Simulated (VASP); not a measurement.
Runs of VASP 6.6.1 on Ag. Symmetry: Fm-3m, No. 225, cubic system. The conventional cell has a = 4.052 Å, b = 4.052 Å, c = 4.052 Å, α = 90.00°, β = 90.00°, γ = 90.00°. Ag (site symmetry m-3m) has 12 Ag at 2.86 Å as nearest neighbours. 

```csv
task,level,potentials or basis,spin,cell,cutoff (eV),k mesh for the DOS,occupations for the DOS,pressure (GPa)
band structure,r2SCAN,"VASP PAW PBE potentials, release 64 (Ag)",off,"Fm-3m, 16.63 Å³/atom",520,-,-,4.7
band structure,PBE,"VASP PAW PBE potentials, release 64 (Ag)",off,"Fm-3m, 16.63 Å³/atom",520,-,-,7.7
band structure,LDA,"VASP PAW LDA potentials, release 64 (Ag)",off,"Fm-3m, 16.63 Å³/atom",520,-,-,(a)
relaxation of cell and atoms,PBEsol,"VASP PAW PBE potentials, release 64 (Ag)",off,relaxed,600,-,-,0.0
band structure,PBE,"VASP PAW PBE potentials, release 64 (Ag)","SOC, no magnetisation","Fm-3m, 16.63 Å³/atom",520,-,-,7.6
```

Alike in all rows: k mesh 16 × 16 × 16; smearing methfessel-paxton 0.1 eV.

Fill in the values left out.

(a) -4.6.

Caveats: the PAW data sets were made with another functional, which shifts forces and pressure a little (some runs).
